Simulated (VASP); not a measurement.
Level of theory: LDA (Ceperley-Alder, Perdew-Zunger), VASP's LDA PAW potentials (set 64) (plane waves; VASP).

The input files of a VASP run:

**INCAR**
```
SYSTEM=CsPbCl3
PREC=Accurate; ENCUT=400; LREAL=.FALSE.
LASPH=.TRUE.
EDIFF=1E-8; NELM=100; ALGO=Normal
LMAXMIX=4
ISMEAR=0; SIGMA=0.05
IBRION=1; NSW=30; ISIF=2
EDIFFG=-0.001
LWAVE=.FALSE.; LCHARG=.FALSE.
```

**KPOINTS**
```
Automatic mesh
0
Gamma
4 4 4
0 0 0
```

POSCAR:
```
CsPbCl3
1
    5.5267393132    -0.0000000000    -0.0000000000
   -0.0000000000     5.5267393132    -0.0000000000
    0.0000000000    -0.0000000000     5.5267393132
Cs Pb Cl
1 1 3
Direct
  0.0000000000   0.0000000000   0.0000000000
  0.5000000000   0.5000000000   0.5000000000
  0.5000000000   0.0000000000   0.5000000000
  0.0000000000   0.5000000000   0.5000000000
  0.5000000000   0.5000000000   0.0000000000
```

POTCAR, in this order: Cs_sv Pb_d Cl (LDA.64 set). Program: vasp_std.

Output of the run:

OSZICAR:
```
       N       E                     dE             d eps       ncg     rms          rms(c)
DAV:   1     0.384954741346E+03    0.38495E+03   -0.17341E+04   520   0.129E+03
DAV:   2     0.212249468689E+02   -0.36373E+03   -0.35608E+03   670   0.331E+02
DAV:   3    -0.184249659701E+02   -0.39650E+02   -0.39321E+02   600   0.119E+02
DAV:   4    -0.201048352781E+02   -0.16799E+01   -0.16750E+01   696   0.322E+01
DAV:   5    -0.201553131463E+02   -0.50478E-01   -0.50450E-01   692   0.421E+00    0.567E+00
DAV:   6    -0.194577798807E+02    0.69753E+00   -0.15701E+00   686   0.131E+01    0.368E+00
DAV:   7    -0.194069350341E+02    0.50845E-01   -0.49584E-01   784   0.436E+00    0.169E+00
DAV:   8    -0.194028452214E+02    0.40898E-02   -0.66318E-02   800   0.216E+00    0.265E-01
DAV:   9    -0.194004367026E+02    0.24085E-02   -0.13585E-02   742   0.964E-01    0.103E-01
DAV:  10    -0.194005170739E+02   -0.80371E-04   -0.12317E-03   708   0.246E-01    0.277E-02
DAV:  11    -0.194005096048E+02    0.74692E-05   -0.10389E-04   686   0.709E-02    0.935E-03
DAV:  12    -0.194005086723E+02    0.93241E-06   -0.15447E-05   728   0.548E-02    0.554E-03
DAV:  13    -0.194005085556E+02    0.11676E-06   -0.19275E-06   652   0.941E-03    0.199E-03
DAV:  14    -0.194005085166E+02    0.39004E-07   -0.20206E-07   720   0.551E-03    0.937E-04
DAV:  15    -0.194005085151E+02    0.14757E-08   -0.79421E-09   424   0.956E-04
   1 F= -.19400509E+02 E0= -.19400509E+02  d E =-.194005E+02
```

**OUTCAR**
```
------------------------ aborting loop because EDIFF is reached ----------------------------------------
  FORCE on cell =-STRESS in cart. coord.  units (eV):
  Direction    XX          YY          ZZ          XY          YZ          ZX
  --------------------------------------------------------------------------------------
  Total        0.0313131      0.0313131      0.0313131     -0.0000000      0.0000000      0.0000000
  in kB        0.2971874      0.2971874      0.2971874     -0.0000000      0.0000000      0.0000000
  external PRESSURE =       0.2971874 kB  Pullay stress =       0.0000000 kB
  volume of cell :      168.81
      direct lattice vectors                 reciprocal lattice vectors
     5.526739313  0.000000000  0.000000000     0.180938514  0.000000000  0.000000000
     0.000000000  5.526739313  0.000000000     0.000000000  0.180938514  0.000000000
     0.000000000  0.000000000  5.526739313     0.000000000  0.000000000  0.180938514
 POSITION                                       TOTAL-FORCE (eV/Angst)
 -----------------------------------------------------------------------------------
      0.00000      0.00000      0.00000         0.000000      0.000000      0.000000
      2.76337      2.76337      2.76337         0.000000      0.000000      0.000000
      2.76337      0.00000      2.76337         0.000000      0.000000      0.000000
      0.00000      2.76337      2.76337         0.000000      0.000000      0.000000
      2.76337      2.76337      0.00000         0.000000      0.000000      0.000000
 -----------------------------------------------------------------------------------
    total drift:                                0.000000      0.000000      0.000000
  FREE ENERGIE OF THE ION-ELECTRON SYSTEM (eV)
  ---------------------------------------------------
  free  energy   TOTEN  =       -19.4005085151 eV

  energy  without entropy=      -19.4005085151  energy(sigma->0) =      -19.40050852

 reached required accuracy - stopping structural energy minimisation
```
(Selected blocks of OUTCAR.)

The compound is CsPbCl3 in the cubic perovskite structure, the ideal cubic form; the compound distorts at low or room temperature. It was relaxed first. The start is the result of an earlier pass.
